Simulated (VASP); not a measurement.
Here is the system:

```
CELL_PARAMETERS angstrom
      1.57880    -2.73456     0.00000
      1.57880     2.73456     0.00000
      0.00000     0.00000     3.51178
ATOMIC_POSITIONS crystal
  Hf 0.00000 0.00000 0.00000
  B  0.33333 0.66667 0.50000
  B  0.66667 0.33333 0.50000
```

Method: RPBE GGA, VASP's PBE PAW potentials (set 64) (plane waves; VASP). Numerical set-up: 520 eV cut-off, Gaussian smearing of 0.050 eV, potentials Hf_pv B.

Question: Give the energies of bands 5 to 11 at the high-symmetry points, in eV from the Fermi level.

Answer: 
```json
[
 {"band": "5", "Γ": "-3.18", "M": "-9.32", "K": "-8.53", "A": "-8.52", "L": "-7.75", "H": "-9.31"},
 {"band": "6", "Γ": "-3.05", "M": "-4.30", "K": "-7.88", "A": "-1.39", "L": "-5.10", "H": "-5.71"},
 {"band": "7", "Γ": "-3.04", "M": "-3.63", "K": "-2.79", "A": "-1.39", "L": "-4.85", "H": "-3.37"},
 {"band": "8", "Γ": "-3.04", "M": "-3.02", "K": "-2.79", "A": "0.14", "L": "-2.94", "H": "-3.37"},
 {"band": "9", "Γ": "3.74", "M": "1.83", "K": "1.48", "A": "0.14", "L": "3.64", "H": "4.08"},
 {"band": "10", "Γ": "3.74", "M": "2.46", "K": "1.48", "A": "0.79", "L": "3.81", "H": "5.08"},
 {"band": "11", "Γ": "4.34", "M": "5.21", "K": "3.21", "A": "0.79", "L": "5.92", "H": "6.50"}
]
```

It has no gap at this level: it comes out as a metal or semimetal.

The compound is HfB2 in the AlB2 type structure. It was relaxed first.
